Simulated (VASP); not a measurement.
VASP ran on this input.

INCAR:
```
ISIF  =  2
LREAL  =  .FALSE.   # projection in real space or not
LWAVE  =  .FALSE.
EDIFF  =  1E-6
ISMEAR  =  0   # Gaussian
LASPH  =  .TRUE.   # aspherical one-centre terms
GGA  =  PE   # PBE
ALGO  =  Normal   # blocked Davidson
SIGMA  =  0.01
LCHARG  =  .FALSE.
NELM  =  100   # most electronic steps
SYSTEM  =  NaCl
PREC  =  Accurate
ENCUT  =  525
```

POSCAR:
```
NaCl
1
    0.0000000000     2.7881970000     2.7881970000
    2.7881970000     0.0000000000     2.7881970000
    2.7881970000     2.7881970000     0.0000000000
Na Cl
1 1
Direct
  0.0000000000   0.0000000000   0.0000000000
  0.5000000000   0.5000000000   0.5000000000
```

### KPOINTS
```
Automatic mesh
0
Gamma
5 5 5
0 0 0
```

POTCAR, in this order: Na_pv Cl (PBE.64 set). Program: vasp_std.

Q: Write an equivalent input for Quantum ESPRESSO's pw.x.

A: One equivalent input (not run):
```
&CONTROL
  calculation = 'scf'
  pseudo_dir = './pseudo'
  outdir = './out'
  tprnfor = .true.
  tstress = .true.
/
&SYSTEM
  ibrav = 0
  nat = 2
  ntyp = 2
  ecutwfc = 88
  occupations = 'smearing'
  smearing = 'gaussian'
  degauss = 0.000735
  input_dft = 'pbe'
/
&ELECTRONS
  conv_thr = 7.3e-08
  electron_maxstep = 100
/
ATOMIC_SPECIES
  Na 22.990 Na.upf
  Cl 35.450 Cl.upf
CELL_PARAMETERS angstrom
     0.0000000    2.7881970    2.7881970
     2.7881970    0.0000000    2.7881970
     2.7881970    2.7881970    0.0000000
ATOMIC_POSITIONS crystal
  Na   0.0000000  0.0000000  0.0000000
  Cl   0.5000000  0.5000000  0.5000000
K_POINTS automatic
  5 5 5 0 0 0
```
What does not carry over: the potentials are each code's own (VASP's PAW set, PseudoDojo norm-conserving files in pw.x), so ENCUT and ecutwfc are chosen apart and not converted; conv_thr bounds pw.x's estimated SCF error, while EDIFF bounds the energy change between steps.

The structure comes from a computed database's NaCl entry; how it stands against other phases isn't given here. The cell was not relaxed at this level. The run is one of a series of settings (ENCUT = 525 against the base run), some of them coarse on purpose.
